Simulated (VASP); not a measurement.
Here is the system:

```
CELL_PARAMETERS angstrom
      1.53886    -2.66539     0.00000
      1.53886     2.66539     0.00000
      0.00000     0.00000    15.10061
ATOMIC_POSITIONS crystal
  Si 0.00000 0.00000 0.99986
  Si 0.00000 0.00000 0.49986
  Si 0.66667 0.33333 0.83311
  Si 0.33333 0.66667 0.33311
  Si 0.66667 0.33333 0.16658
  Si 0.33333 0.66667 0.66658
  C  0.00000 0.00000 0.87449
  C  0.00000 0.00000 0.37449
  C  0.66667 0.33333 0.70805
  C  0.33333 0.66667 0.20805
  C  0.66667 0.33333 0.04160
  C  0.33333 0.66667 0.54160
```

Calculation: r2SCAN meta-GGA, VASP's PBE PAW potentials (set 64) (plane waves; VASP 6.6.1). Settings: 520 eV cut-off, 9×9×2 Γ-centred mesh, tetrahedra with Blöchl corrections, potentials Si C.

The cores are frozen, which limits the accuracy of field gradients.

Task: Give the principal components of the electric field gradient (V/Å²) and the asymmetry η at each nucleus.

Result: 
```csv
atom,Vxx,Vyy,Vzz,η
Si1,0.2,0.2,-0.4,-
Si2,0.2,0.2,-0.4,-
Si3,-1.4,-1.4,2.8,0.00
Si4,-1.4,-1.4,2.8,0.00
Si5,-1.0,-1.0,2.0,0.00
Si6,-1.0,-1.0,2.0,0.00
C7,-1.1,-1.1,2.1,0.00
C8,-1.1,-1.1,2.1,0.00
C9,-0.1,-0.1,0.2,-
C10,-0.1,-0.1,0.2,-
C11,-0.2,-0.2,0.4,-
C12,-0.2,-0.2,0.4,-
```

The compound is SiC in the 6h structure. It was relaxed first.
